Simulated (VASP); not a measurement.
Computed with r2SCAN meta-GGA, VASP's PBE PAW potentials (set 64) (plane waves; VASP).

VASP ran on this input.

File POSCAR:
```
BaF2
1.0
  0.0000000000   3.0881705003   3.0881705003
  3.0881705003   0.0000000000   3.0881705003
  3.0881705003   3.0881705003   0.0000000000
Ba F
1 2
Cart
  6.1763410006   3.0881705003   3.0881705003
  1.5440852501   1.5440852501   1.5440852501
  4.6322557504   4.6322557504   4.6322557504
```

INCAR:
```
! general
SYSTEM  = BaF2
PREC    = Accurate
ENCUT   = 520
LREAL   = .FALSE.   ! projection in real space or not
LASPH   = .TRUE.   ! aspherical one-centre terms

! electronic loop
EDIFF   = 1E-6   ! SCF stop (eV)
NELM    = 100
ALGO    = Normal
LMAXMIX = 4
LMIXTAU = .TRUE.

! smearing
ISMEAR  = 0
SIGMA   = 0.05   ! width (eV)

! functional
METAGGA = R2SCAN

! ions
IBRION  = 2
NSW     = 60   ! most ionic steps
ISIF    = 3   ! ions, shape and volume
EDIFFG  = -0.02

! output
LWAVE   = .FALSE.
LCHARG  = .FALSE.
```

KPOINTS:
```
Automatic mesh
0
Gamma
6 6 6
0 0 0
```

POTCAR, in this order: Ba_sv F (PBE.64 set). Program: vasp_std.

**Question.** What will the output report for the number of irreducible k-points (NKPTS), number of bands (NBANDS), largest plane-wave count, number of space-group operations, FFT grid (NGX, NGY, NGZ)?

**Answer.** 
number of irreducible k-points (NKPTS): 16
number of bands (NBANDS): 16
largest plane-wave count: 1600
number of space-group operations: 48
FFT grid (NGX, NGY, NGZ): 32 × 32 × 32

The compound is BaF2 in the fluorite structure. This run relaxes it. Symmetry was kept, so distortions that lower it aren't found. The start is the result of an earlier pass.
